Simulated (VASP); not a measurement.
Level of theory: r2SCAN meta-GGA, VASP's PBE PAW potentials (set 64) (plane waves; VASP).

The input files of a VASP run:

**INCAR**
```
ENCUT=530   ! plane-wave cut-off (eV)
LASPH=.TRUE.
ISMEAR=1
LREAL=.FALSE.   ! projection in real space or not
PREC=Accurate
NELM=100   ! most electronic steps
NFREE=2
NSW=1   ! most ionic steps
LWAVE=.FALSE.
LORBIT=10
IBRION=6
SYSTEM=Co
SIGMA=0.1
LCHARG=.FALSE.
ISIF=3
ALGO=Normal
EDIFF=1E-7   ! SCF stop (eV)
POTIM=0.015   ! step
LMAXMIX=4   ! l cut-off of mixed one-centre charges
LMIXTAU=.TRUE.
METAGGA=R2SCAN
ISPIN=2   ! spin-polarised
```

POSCAR:
```
Co
1
    2.4635955865     0.0000000000     0.0000000000
   -1.2317977933     2.1335364127     0.0000000000
    0.0000000000     0.0000000000     4.0260527160
Co
2
Direct
  0.6666670000   0.3333330000   0.2558178472
  0.3333330000   0.6666670000   0.7441821528
```

File KPOINTS:
```
Automatic mesh
0
Gamma
15 15 8
0 0 0
```

POTCAR, in this order: Co (PBE.64 set). Program: vasp_std. The INCAR's line for the spin-polarised start is left out here.

What VASP printed:

OSZICAR:
```
       N       E                     dE             d eps       ncg     rms          rms(c)
DAV:   1     0.702663322946E+02    0.70266E+02   -0.88370E+03 11760   0.168E+03
DAV:   2    -0.289051036414E+02   -0.99171E+02   -0.92104E+02 11541   0.267E+02
DAV:   3    -0.314267917468E+02   -0.25217E+01   -0.24686E+01 13550   0.610E+01
DAV:   4    -0.314668905929E+02   -0.40099E-01   -0.40090E-01 17148   0.575E+00
DAV:   5    -0.314671744433E+02   -0.28385E-03   -0.28385E-03 14092   0.506E-01    0.179E+01
DAV:   6    -0.271792226921E+02    0.42880E+01   -0.23274E+01 12822   0.101E+02    0.102E+01
DAV:   7    -0.264123007387E+02    0.76692E+00   -0.27270E+00 13823   0.330E+01    0.539E+00
DAV:   8    -0.264325193498E+02   -0.20219E-01   -0.83118E-02 15855   0.298E+00    0.202E+00
DAV:   9    -0.264151104717E+02    0.17409E-01   -0.16768E-02 15533   0.195E+00    0.690E-01
DAV:  10    -0.264130726015E+02    0.20379E-02   -0.15325E-02 15119   0.227E+00    0.301E-01
DAV:  11    -0.264132799279E+02   -0.20733E-03   -0.11069E-03 13695   0.511E-01    0.190E-01
DAV:  12    -0.264132546322E+02    0.25296E-04   -0.20860E-04 15092   0.277E-01    0.867E-02
DAV:  13    -0.264134776403E+02   -0.22301E-03   -0.54234E-04 15539   0.353E-01    0.361E-02
DAV:  14    -0.264135180237E+02   -0.40383E-04   -0.80156E-05 17817   0.117E-01    0.224E-02
DAV:  15    -0.264135255097E+02   -0.74860E-05   -0.33130E-05 16919   0.867E-02    0.260E-02
DAV:  16    -0.264135244443E+02    0.10654E-05   -0.98863E-06 15914   0.500E-02    0.797E-03
DAV:  17    -0.264135242288E+02    0.21548E-06   -0.10063E-06 15189   0.155E-02    0.210E-03
DAV:  18    -0.264135243905E+02   -0.16171E-06   -0.37947E-08  7510   0.269E-03    0.811E-04
DAV:  19    -0.264135243953E+02   -0.47221E-08   -0.87074E-09  7013   0.124E-03
   1 F= -.26413524E+02 E0= -.26413644E+02  d E =0.357598E-03  mag=     3.3916
 Found     2 degrees of freedom:
 Adding 6 more for cell shape distortion
```

File OUTCAR:
```
------------------------ aborting loop because EDIFF is reached ----------------------------------------
  FORCE on cell =-STRESS in cart. coord.  units (eV):
  Direction    XX          YY          ZZ          XY          YZ          ZX
  --------------------------------------------------------------------------------------
  Total        0.0770011      0.0770011      0.0712687     -0.0000000      0.0000000      0.0000000
  in kB        5.8298692      5.8298694      5.3958584     -0.0000000      0.0000000      0.0000000
  external PRESSURE =       5.6851990 kB  Pullay stress =       0.0000000 kB
  volume of cell :       21.16
      direct lattice vectors                 reciprocal lattice vectors
     2.463595586  0.000000000  0.000000000     0.405910778  0.234352691  0.000000000
    -1.231797793  2.133536413  0.000000000     0.000000000  0.468705382  0.000000000
     0.000000000  0.000000000  4.026052716     0.000000000  0.000000000  0.248382242
 POSITION                                       TOTAL-FORCE (eV/Angst)
 -----------------------------------------------------------------------------------
      1.23180      0.71118      1.02994        -0.000000      0.000000     -0.007040
     -0.00000      1.42236      2.99612         0.000000      0.000000      0.007040
 -----------------------------------------------------------------------------------
    total drift:                                0.000000      0.000000      0.000000
  FREE ENERGIE OF THE ION-ELECTRON SYSTEM (eV)
  ---------------------------------------------------
  free  energy   TOTEN  =       -26.4135243953 eV

  energy  without entropy=      -26.4138819933  energy(sigma->0) =      -26.41364359
```
(Selected blocks of OUTCAR.)

stdout:
```
...
DAV:   4    -0.314668905929E+02   -0.40099E-01   -0.40090E-01 17148   0.575E+00
DAV:   5    -0.314671744433E+02   -0.28385E-03   -0.28385E-03 14092   0.506E-01    0.179E+01
DAV:   6    -0.271792226921E+02    0.42880E+01   -0.23274E+01 12822   0.101E+02    0.102E+01
DAV:   7    -0.264123007387E+02    0.76692E+00   -0.27270E+00 13823   0.330E+01    0.539E+00
DAV:   8    -0.264325193498E+02   -0.20219E-01   -0.83118E-02 15855   0.298E+00    0.202E+00
DAV:   9    -0.264151104717E+02    0.17409E-01   -0.16768E-02 15533   0.195E+00    0.690E-01
DAV:  10    -0.264130726015E+02    0.20379E-02   -0.15325E-02 15119   0.227E+00    0.301E-01
DAV:  11    -0.264132799279E+02   -0.20733E-03   -0.11069E-03 13695   0.511E-01    0.190E-01
DAV:  12    -0.264132546322E+02    0.25296E-04   -0.20860E-04 15092   0.277E-01    0.867E-02
DAV:  13    -0.264134776403E+02   -0.22301E-03   -0.54234E-04 15539   0.353E-01    0.361E-02
DAV:  14    -0.264135180237E+02   -0.40383E-04   -0.80156E-05 17817   0.117E-01    0.224E-02
DAV:  15    -0.264135255097E+02   -0.74860E-05   -0.33130E-05 16919   0.867E-02    0.260E-02
DAV:  16    -0.264135244443E+02    0.10654E-05   -0.98863E-06 15914   0.500E-02    0.797E-03
DAV:  17    -0.264135242288E+02    0.21548E-06   -0.10063E-06 15189   0.155E-02    0.210E-03
DAV:  18    -0.264135243905E+02   -0.16171E-06   -0.37947E-08  7510   0.269E-03    0.811E-04
DAV:  19    -0.264135243953E+02   -0.47221E-08   -0.87074E-09  7013   0.124E-03
   1 F= -.26413524E+02 E0= -.26413644E+02  d E =0.357598E-03  mag=     3.3916
 Found     2 degrees of freedom:
 Adding 6 more for cell shape distortion
 Finite differences POTIM= 0.01500 DOF=   8

 -----------------------------------------------------------------------------
|                                                                             |
|     EEEEEEE  RRRRRR   RRRRRR   OOOOOOO  RRRRRR      ###     ###     ###     |
|     E        R     R  R     R  O     O  R     R     ###     ###     ###     |
|     E        R     R  R     R  O     O  R     R     ###     ###     ###     |
|     EEEEE    RRRRRR   RRRRRR   O     O  RRRRRR       #       #       #      |
|     E        R   R    R   R    O     O  R   R                               |
|     E        R    R   R    R   O     O  R    R      ###     ###     ###     |
|     EEEEEEE  R     R  R     R  OOOOOOO  R     R     ###     ###     ###     |
|                                                                             |
|     RE_READ_KPOINTS: the new IBZ does not contain all k-points of the       |
|     original IBZ.                                                           |
|                                                                             |
|     ... try setting KBLOWUP=.FALSE.                                         |
|     ... as a last resort: switch off symmetry                               |
|                                                                             |
|       ---->  I REFUSE TO CONTINUE WITH THIS SICK JOB ... BYE!!! <----       |
|                                                                             |
 -----------------------------------------------------------------------------
```

VASP stops with an error: RE_READ_KPOINTS: the new IBZ does not contain all k-points of the original IBZ. ... try setting KBLOWUP=.FALSE. ... as a last resort: switch off symmetry ----> I REFUSE TO CONTINUE WITH THIS SICK JOB ... BYE!!! <----

The run has a spin-polarised start.

The structure comes from a computed database's Co entry (P-3m1); how it stands against other phases isn't given here. It was relaxed first.
